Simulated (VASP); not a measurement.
Here is the system:

```yaml
crystal:
  lattice:
    - [1.59292, -2.75901, 0.00000]
    - [1.59292, 2.75901, 0.00000]
    - [0.00000, 0.00000, 5.18693]
  atoms:
    - { symbol: Ga, position: [0.66667, 0.33333, 0.50004] }
    - { symbol: Ga, position: [0.33333, 0.66667, 0.00004] }
    - { symbol: N, position: [0.66667, 0.33333, 0.87696] }
    - { symbol: N, position: [0.33333, 0.66667, 0.37696] }
```

These are PBE GGA with D4 dispersion, VASP's PBE PAW potentials (set 64) (plane waves; VASP 6.6.1) values and carry that method's errors. Numerical set-up: 520 eV cut-off, Gaussian smearing of 0.050 eV, potentials Ga_d N.

### Question
Give the energies of bands 13 to 21 at the high-symmetry points, in eV from the valence-band maximum.

### Answer

```
band      Γ      M      K      A      L      H
----  -----  -----  -----  -----  -----  -----
13    -7.06  -6.46  -5.35  -3.84  -6.60  -6.17
14    -1.03  -5.29  -5.35  -3.84  -6.60  -6.17
15    -1.03  -4.20  -5.29  -0.53  -1.95  -4.20
16    -0.03  -2.75  -2.98  -0.53  -1.95  -4.20
17     0.00  -2.20  -2.98  -0.53  -1.89  -1.47
18     0.00  -1.00  -2.73  -0.53  -1.89  -1.47
19     1.93   5.07   5.18   4.26   4.42   6.43
20     4.26   5.57   7.81   4.26   4.42   6.43
21     9.21   6.06   7.81   8.48   7.78   7.34
```

The gap is direct, 1.93 eV, from the valence maximum at Γ to the conduction minimum at Γ.

Measured: gap 3.68 eV (computed value off by -1.75 eV), as given by Wei Chen et al., Physical Review Materials (2018), doi:10.1103/physrevmaterials.2.073803 [zero-point renormalisation of 0.17 eV added back (the table's ZPR column)].

The compound is GaN in the wurtzite structure. It was relaxed first.
